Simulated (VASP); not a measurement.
Input for VASP

**POSCAR**
```
AlPd
4.7577690
  1.0000000000   0.0000000000   0.0000000000
  0.0000000000   1.0000000000   0.0000000000
  0.0000000000   0.0000000000   1.0000000000
Al Pd
4 4
Cartesian
  0.8526050000   0.8496450000   0.8390880000
  0.6575370000   0.1508250000   0.3482340000
  0.3456280000   0.6573780000   0.1513460000
  0.1429940000   0.3380290000   0.6478310000
  0.1448630000   0.1530530000   0.1626720000
  0.3509190000   0.8464710000   0.6415930000
  0.6538840000   0.3492830000   0.8529150000
  0.8515700000   0.6553160000   0.3563200000
```

File KPOINTS:
```
Automatic mesh
0
Gamma
5 5 5
0 0 0
```

INCAR:
```
# general
SYSTEM =AlPd
PREC   =Accurate
ENCUT  =300   # plane-wave cut-off (eV)
LREAL  =F
LASPH  =T   # aspherical one-centre terms

# electronic loop
EDIFF  =1E-6
NELM   =100
ALGO   =Normal
LMAXMIX=4   # l cut-off of mixed one-centre charges

# smearing
ISMEAR =0   # Gaussian
SIGMA  =0.2

# functional
GGA    =PS   # PBEsol

# ions
ISIF   =2

# output
LWAVE  =F
LCHARG =F
```

POTCAR, in this order: Al Pd (PBE.64 set). Program: vasp_std.

### Question
Write an equivalent input for Quantum ESPRESSO's pw.x.

### Answer
One equivalent input (not run):
```
&CONTROL
  calculation = 'scf'
  pseudo_dir = './pseudo'
  outdir = './out'
  tprnfor = .true.
  tstress = .true.
/
&SYSTEM
  ibrav = 0
  nat = 8
  ntyp = 2
  ecutwfc = 82
  occupations = 'smearing'
  smearing = 'gaussian'
  degauss = 0.0147
  input_dft = 'pbesol'
/
&ELECTRONS
  conv_thr = 7.3e-08
  electron_maxstep = 100
/
ATOMIC_SPECIES
  Al 26.982 Al.upf
  Pd 106.420 Pd.upf
CELL_PARAMETERS angstrom
     4.7577690    0.0000000    0.0000000
     0.0000000    4.7577690    0.0000000
     0.0000000    0.0000000    4.7577690
ATOMIC_POSITIONS crystal
  Al   0.8526050  0.8496450  0.8390880
  Al   0.6575370  0.1508250  0.3482340
  Al   0.3456280  0.6573780  0.1513460
  Al   0.1429940  0.3380290  0.6478310
  Pd   0.1448630  0.1530530  0.1626720
  Pd   0.3509190  0.8464710  0.6415930
  Pd   0.6538840  0.3492830  0.8529150
  Pd   0.8515700  0.6553160  0.3563200
K_POINTS automatic
  5 5 5 0 0 0
```
Limits of the translation: the potentials are each code's own (VASP's PAW set, PseudoDojo norm-conserving files in pw.x), so ENCUT and ecutwfc are chosen apart and not converted; conv_thr bounds pw.x's estimated SCF error, while EDIFF bounds the energy change between steps.

The structure comes from a computed database's AlPd entry (P2_13); how it stands against other phases isn't given here. The cell was not relaxed at this level, atoms are displaced from their ideal sites.
